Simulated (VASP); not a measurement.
Input:

```
CELL_PARAMETERS angstrom
      0.00000     2.29997     2.29997
      2.29997     0.00000     2.29997
      2.29997     2.29997     0.00000
ATOMIC_POSITIONS crystal
  Li 0.25000 0.25000 0.25000
  Li 0.75000 0.75000 0.75000
  O  0.00000 0.00000 0.00000
```

Computed with optB86b-vdW, VASP's PBE PAW potentials (set 64) (plane waves; VASP). Numerical set-up: 520 eV cut-off, Gaussian smearing of 0.050 eV, potentials Li_sv O.

### Question
Give the energies of bands 4 to 7 at the high-symmetry points, in eV from the valence-band maximum.

### Answer

```
band     Γ      X      U      L      W
----  ----  -----  -----  -----  -----
4     0.00  -1.59  -2.03  -2.78  -1.84
5     0.00  -1.40  -1.51  -0.45  -1.49
6     0.00  -1.40  -1.10  -0.45  -1.49
7     5.47   5.06   6.64   9.36   7.27
```

The gap is indirect, 5.06 eV, from the valence maximum at Γ to the conduction minimum at X.

Measured: gap 8.00 eV (computed value off by -2.94 eV), as given by Das et al., (2018), arXiv:1807.05623.

The compound is Li2O in the antifluorite structure. It was relaxed first.
